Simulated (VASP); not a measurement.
Here is a VASP 6.6.1 calculation.

INCAR

```
ALGO = Fast
EDIFF = 1E-6
EDIFFG = -0.01
ENCUT = 600
GGA = CA
IBRION = 2
ISIF = 3
ISMEAR = -1
LASPH = T
LCHARG = F
LREAL = F
LWAVE = F
NELM = 80
NSW = 60
PREC = Accurate
PSTRESS = 50
SIGMA = 0.05
```

The input KPOINTS:

```
k-points
0
Gamma
  10 10 10
```

POSCAR

```
HfB
1.0
    0.0000000000      2.3100000000      2.3100000000
    2.3100000000      0.0000000000      2.3100000000
    2.3100000000      2.3100000000      0.0000000000
Hf B
1 1
Direct
    0.5000000000      0.5000000000      0.5000000000
    0.0000000000      0.0000000000      0.0000000000
```

Potentials or basis: VASP PAW LDA potentials, release 64 (Hf_pv, B).

The run is started by

```sh
$ cat potpaw_LDA.64/Hf_pv/POTCAR potpaw_LDA.64/B/POTCAR > POTCAR
$ mpirun -np 1 vasp_std > vasp.out
```

Predict the band gap on the k mesh.

none (metal or under the smearing width).

What does it give for the relaxed cell?

a = 3.336 Å, b = 3.336 Å, c = 3.336 Å, α = 60.00°, β = 60.00°, γ = 60.00°.

The path:
| step | energy change (eV) | largest force (eV/Å) | pressure (GPa) | volume (Å³) |
| --- | --- | --- | --- | --- |
| 1 | 0.0000 | 0.0000 | 19.72 | 24.65 |
| 2 | -0.0499 | 0.0000 | -11.96 | 28.92 |
| 3 | -0.1203 | 0.0000 | 4.65 | 26.29 |
| 4 | -0.1191 | 0.0000 | 4.97 | 26.25 |

Caveat: the cell is relaxed towards a set pressure, so the enthalpy falls and the energy may rise. The run has no spin-orbit coupling, so splittings on Hf are missing.
